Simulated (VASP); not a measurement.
All values below come from PBEsol GGA, VASP's PBE PAW potentials (set 64) (plane waves; VASP).

A VASP calculation is set up with these files.

**POSCAR**
```
BaTiO3
7.9675460
  0.4999999972   0.0000000000   0.0000000000
  0.0000000000   0.4999999972   0.0000000000
  0.0000000000   0.0000000000   0.4999999972
Ba Ti O
1 1 3
Cart
  0.0000000000   0.0000000000   0.0000000000
  0.2499999986   0.2499999986   0.2499999986
  0.2499999986   0.0000000000   0.2499999986
  0.0000000000   0.2499999986   0.2499999986
  0.2499999986   0.2499999986   0.0000000000
```

**INCAR**
```
! general
SYSTEM   =  BaTiO3
PREC     =  Accurate
ENCUT    =  520
LREAL    =  .FALSE.
LASPH    =  .TRUE.

! electronic loop
EDIFF    =  1E-7
NELM     =  100
ALGO     =  Normal
LMAXMIX  =  4

! smearing
ISMEAR   =  -5

! functional
GGA      =  PS

! ions
ISIF     =  2

! output
LWAVE    =  .FALSE.
LCHARG   =  .TRUE.
LORBIT   =  11
NEDOS    =  601

! other
LEFG     =  .TRUE.
```

**KPOINTS**
```
Automatic mesh
0
Gamma
6 6 6
0 0 0
```

POTCAR, in this order: Ba_sv Ti_sv O (PBE.64 set). Program: vasp_std.

The run wrote:

### OUTCAR
```
 ion  position               nearest neighbor table
   1  0.000  0.000  0.000-   3 2.82   4 2.82   5 2.82   3 2.82   4 2.82   4 2.82   5 2.82   4 2.82
                             3 2.82   5 2.82   3 2.82   5 2.82   2 3.45   2 3.45   2 3.45   2 3.45
   2  0.500  0.500  0.500-   3 1.99   4 1.99   5 1.99   5 1.99   3 1.99   4 1.99   1 3.45   1 3.45
                             1 3.45   1 3.45   1 3.45   1 3.45   1 3.45   1 3.45
   3  0.500  0.000  0.500-   2 1.99   2 1.99   1 2.82   1 2.82   1 2.82   1 2.82
   4  0.000  0.500  0.500-   2 1.99   2 1.99   1 2.82   1 2.82   1 2.82   1 2.82
   5  0.500  0.500  0.000-   2 1.99   2 1.99   1 2.82   1 2.82   1 2.82   1 2.82
  LATTYP: Found a simple cubic cell.
 ALAT       =     3.9837729775
 Subroutine PRICEL returns:
 Original cell was already a primitive cell.
 Subroutine GETGRP returns: Found 48 space group operations
The static configuration has the point symmetry O_h .
The dynamic configuration has the point symmetry O_h .
 Subroutine INISYM returns: Found 48 space group operations
 Subroutine IBZKPT returns following result:
 Found     20 irreducible k-points:

 Following reciprocal coordinates:
            Coordinates               Weight
  0.000000  0.000000  0.000000      1.000000
  0.166667  0.000000  0.000000      6.000000
  0.333333  0.000000  0.000000      6.000000
  0.500000  0.000000  0.000000      3.000000
...
```

File OSZICAR:
```
       N       E                     dE             d eps       ncg     rms          rms(c)
DAV:   1     0.447782399124E+03    0.44778E+03   -0.21330E+04   960   0.180E+03
DAV:   2    -0.634607317343E+01   -0.45413E+03   -0.44808E+03  1192   0.487E+02
DAV:   3    -0.503489629154E+02   -0.44003E+02   -0.43938E+02  1448   0.147E+02
DAV:   4    -0.522051274291E+02   -0.18562E+01   -0.18552E+01  1352   0.264E+01
DAV:   5    -0.522762729612E+02   -0.71146E-01   -0.71142E-01  1336   0.387E+00    0.235E+01
DAV:   6    -0.421428523313E+02    0.10133E+02   -0.68382E+01  1440   0.761E+01    0.101E+01
DAV:   7    -0.421274747959E+02    0.15378E-01   -0.10363E+01  1200   0.232E+01    0.652E+00
DAV:   8    -0.420062342923E+02    0.12124E+00   -0.15642E+00  1264   0.122E+01    0.238E+00
DAV:   9    -0.419892737540E+02    0.16961E-01   -0.25224E-01  1184   0.411E+00    0.964E-01
DAV:  10    -0.419904738501E+02   -0.12001E-02   -0.10958E-01  1240   0.230E+00    0.835E-01
DAV:  11    -0.419818839440E+02    0.85899E-02   -0.78124E-02  1384   0.202E+00    0.226E-01
DAV:  12    -0.419811833715E+02    0.70057E-03   -0.38386E-03  1216   0.574E-01    0.610E-02
DAV:  13    -0.419812845210E+02   -0.10115E-03   -0.22661E-03  1320   0.336E-01    0.941E-02
DAV:  14    -0.419811496642E+02    0.13486E-03   -0.65751E-04  1240   0.174E-01    0.228E-02
DAV:  15    -0.419811484117E+02    0.12525E-05   -0.33358E-05  1200   0.415E-02    0.682E-03
DAV:  16    -0.419811480204E+02    0.39133E-06   -0.61509E-06  1376   0.157E-02    0.224E-03
DAV:  17    -0.419811480726E+02   -0.52220E-07   -0.11998E-06  1240   0.108E-02    0.311E-03
DAV:  18    -0.419811479245E+02    0.14814E-06   -0.33184E-07   968   0.565E-03    0.757E-04
DAV:  19    -0.419811479192E+02    0.52351E-08   -0.24637E-08   536   0.139E-03
   1 F= -.41981148E+02 E0= -.41981148E+02  d E =0.000000E+00
```

OUTCAR:
```
------------------------ aborting loop because EDIFF is reached ----------------------------------------
  FORCE on cell =-STRESS in cart. coord.  units (eV):
  Direction    XX          YY          ZZ          XY          YZ          ZX
  --------------------------------------------------------------------------------------
  Total        0.0259766      0.0259766      0.0259766     -0.0000000     -0.0000000      0.0000000
  in kB        0.6582786      0.6582786      0.6582786     -0.0000000     -0.0000000      0.0000000
  external PRESSURE =       0.6582786 kB  Pullay stress =       0.0000000 kB
  volume of cell :       63.22
      direct lattice vectors                 reciprocal lattice vectors
     3.983772978  0.000000000  0.000000000     0.251018320  0.000000000  0.000000000
     0.000000000  3.983772978  0.000000000     0.000000000  0.251018320  0.000000000
     0.000000000  0.000000000  3.983772978     0.000000000  0.000000000  0.251018320
 POSITION                                       TOTAL-FORCE (eV/Angst)
 -----------------------------------------------------------------------------------
      0.00000      0.00000      0.00000         0.000000      0.000000      0.000000
      1.99189      1.99189      1.99189         0.000000      0.000000      0.000000
      1.99189      0.00000      1.99189         0.000000      0.000000      0.000000
      0.00000      1.99189      1.99189         0.000000      0.000000      0.000000
      1.99189      1.99189      0.00000         0.000000      0.000000      0.000000
 -----------------------------------------------------------------------------------
    total drift:                                0.000000      0.000000     -0.000000
  FREE ENERGIE OF THE ION-ELECTRON SYSTEM (eV)
  ---------------------------------------------------
  free  energy   TOTEN  =       -41.9811479192 eV

  energy  without entropy=      -41.9811479192  energy(sigma->0) =      -41.98114792

 total charge

# of ion       s       p       d       tot
------------------------------------------
    1        2.004   5.636   0.347   7.987
    2        2.216   6.284   1.722  10.222
    3        1.559   3.453   0.000   5.013
    4        1.559   3.453   0.000   5.013
    5        1.559   3.453   0.000   5.013
--------------------------------------------------
tot          8.899  22.279   2.069  33.247

 Electric field gradients after diagonalization (V/A^2)
 (convention: |V_zz| > |V_xx| > |V_yy|)
----------------------------------------------------------------------
 ion       V_xx      V_yy      V_zz     asymmetry (V_yy - V_xx)/ V_zz
----------------------------------------------------------------------
   1       0.000    -0.000     0.000      -0.915
   2      -0.000    -0.000     0.000       0.026
   3     -10.768   -10.768    21.536       0.000
   4     -10.768   -10.768    21.536       0.000
   5     -10.768   -10.768    21.536       0.000
```
(Selected blocks of OUTCAR.)

The compound is BaTiO3 in the cubic perovskite structure, the ideal cubic form; the compound distorts at low or room temperature. It was relaxed first.
